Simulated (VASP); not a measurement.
An input for Quantum ESPRESSO's pw.x (written as the equivalent of a VASP run, and not itself run):

```
&CONTROL
  calculation = 'scf'
  pseudo_dir = './pseudo'
  outdir = './out'
  tprnfor = .true.
  tstress = .true.
/
&SYSTEM
  ibrav = 0
  nat = 1
  ntyp = 1
  ecutwfc = 56.6
  occupations = 'smearing'
  smearing = 'methfessel-paxton'
  degauss = 0.00735
  input_dft = 'vdw-df2-b86r'
/
&ELECTRONS
  conv_thr = 7.3e-09
  electron_maxstep = 100
/
ATOMIC_SPECIES
  Ba 137.327 Ba.upf
CELL_PARAMETERS angstrom
    -2.4860230    2.4860230    2.4860230
     2.4860230   -2.4860230    2.4860230
     2.4860230    2.4860230   -2.4860230
ATOMIC_POSITIONS crystal
  Ba   1.0000000  0.0000000  0.0000000
K_POINTS automatic
  11 11 11 0 0 0
```

Q: Translate this input to VASP (INCAR, KPOINTS, POSCAR, choice of POTCAR).

A: One answer among several that fit: 
**KPOINTS**
```
Automatic mesh
0
Gamma
  11 11 11
0 0 0
```

POSCAR:
```
Ba
4.3059180
 -0.5773502940   0.5773502940   0.5773502940
  0.5773502940  -0.5773502940   0.5773502940
  0.5773502940   0.5773502940  -0.5773502940
Ba
1
Cartesian
 -0.5773502940   0.5773502940   0.5773502940
```

**INCAR**
```
AGGAC  =  0.0
ALGO  =  Normal
EDIFF  =  1E-7
ENCUT  =  520
GGA  =  MK
ISIF  =  2
ISMEAR  =  1
LASPH  =  T
LCHARG  =  F
LMAXMIX  =  4
LREAL  =  F
LUSE_VDW  =  T
LWAVE  =  F
NELM  =  100
PARAM1  =  0.1234568
PARAM2  =  0.7114
PREC  =  Accurate
SIGMA  =  0.1
SYSTEM  =  Ba
ZAB_VDW  =  -1.8867
```

POTCAR, in this order: Ba_sv (PBE.64 set). Program: vasp_std.

What does not carry over: the potentials are each code's own (VASP's PAW set, PseudoDojo norm-conserving files in pw.x), so ENCUT and ecutwfc are chosen apart and not converted; conv_thr bounds pw.x's estimated SCF error, while EDIFF bounds the energy change between steps.

The compound is Ba in the bcc structure. This cell is one point of a volume scan, at 1.03 of the reference volume.
